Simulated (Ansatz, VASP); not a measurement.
## Tl2B in VASP and in Ansatz

```
Tl B
1.0
     1.65112    0.95327    6.39287
    -1.65112    0.95327    6.39287
     0.00000   -1.90654    6.39287
Tl B
2 1
Direct
  0.74840 0.74840 0.74840
  0.58490 0.58490 0.58490
  0.00000 0.00000 0.00000
```

Alike in both runs: task single point; functional PBE; k mesh 6 × 6 × 6; occupations gaussian, width 0.1 eV; no spin polarisation.

```csv
,VASP,Ansatz
version,VASP 6.6.1,Ansatz 0.2.0
potentials or method,"VASP PAW PBE potentials, release 64 (Tl_d, B)","scalar-relativistic, plane waves, PAW"
plane-wave cutoff (eV),520,420
valence electrons in the cell,29,29
```

```csv
,VASP,Ansatz,Ansatz less VASP
gap on the k mesh at the Fermi level (eV),none,none,-
pressure (GPa),12.9,13.0,+0.06
largest component of the traceless stress (GPa),1.05,1.06,+0.015
rms of the force components (eV/Å),0.748,0.745,-0.0023
```

Atom by atom the forces differ by 0.002 eV/Å (rms over components). A gap of «none» marks a metal or a gap that the smearing closes. With one functional, cell and mesh, what is left measures potentials, basis and numerics.

Caveats: the k mesh is coarse (spacing up to 0.37 Å⁻¹), so the values aren't converged; forces of over 1 eV/Å show positions far from the minimum, so gaps and moduli don't describe the material at rest. Spin-orbit coupling is left out, which matters for the levels of Tl.
